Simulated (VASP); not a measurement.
Calculation: PBEsol GGA, VASP's PBE PAW potentials (set 64) (plane waves; VASP).

VASP ran on this input.

**KPOINTS**
```
Automatic mesh
0
Gamma
 8 8 2
```

INCAR:
```
ALGO = Normal
EDIFF = 1E-7
ENCUT = 400
GGA = PS
ISIF = 2
ISMEAR = -5
LASPH = T
LCHARG = T
LEFG = T
LMAXMIX = 4
LORBIT = 11
LREAL = F
LWAVE = F
NEDOS = 601
NELM = 100
PREC = Accurate
SYSTEM = Zn4S2Se2
```

**POSCAR**
```
Zn4S2Se2
10.9881770
  0.0000000000   0.2501022826   0.2501022826
  0.2501022826   0.0000000000   0.2501022826
  1.0000000070   1.0000000070   0.0004091235
Zn Se S
4 2 2
Cart
  0.9928019449   0.9928019449   0.0076071856
  0.2498358116   0.2498358116   0.0002664709
  0.7572769972   0.7572769972   0.4932344158
  1.0001839024   1.0001839024   0.5004297933
  0.1222555015   0.1222555015   0.1278467811
  0.3789724043   0.3789724043   0.1212321610
  0.6278694549   0.6278694549   0.1224373929
  0.8711108604   0.8711108604   0.1292982701
```

POTCAR, in this order: Zn Se S (PBE.64 set). Program: vasp_std.

Predict the energy per atom (σ→0), band gap (on the k-mesh).

The energy per atom (σ→0) is -3.577 eV/atom and the band gap (on the k-mesh) is 1.38 eV.

OSZICAR:
```
...
DAV:  11    -0.286166175560E+02   -0.28077E-04   -0.61476E-04  2466   0.244E-01    0.199E-01
DAV:  12    -0.286166855713E+02   -0.68015E-04   -0.37724E-04  2269   0.285E-01    0.489E-02
DAV:  13    -0.286167010502E+02   -0.15479E-04   -0.20205E-04  2063   0.144E-01    0.410E-02
DAV:  14    -0.286167006393E+02    0.41097E-06   -0.31168E-05  2224   0.623E-02    0.262E-02
DAV:  15    -0.286166974530E+02    0.31863E-05   -0.22714E-05  2157   0.461E-02    0.738E-03
DAV:  16    -0.286166981900E+02   -0.73702E-06   -0.51767E-06  1981   0.397E-02    0.387E-03
DAV:  17    -0.286166982776E+02   -0.87593E-07   -0.65359E-07  1928   0.880E-03
   1 F= -.28616698E+02 E0= -.28616698E+02  d E =0.000000E+00
```

The structure was generated: Zn4S2Se2 was put into an ordered model structure (R3m), which need not be its known phase. It was relaxed first.
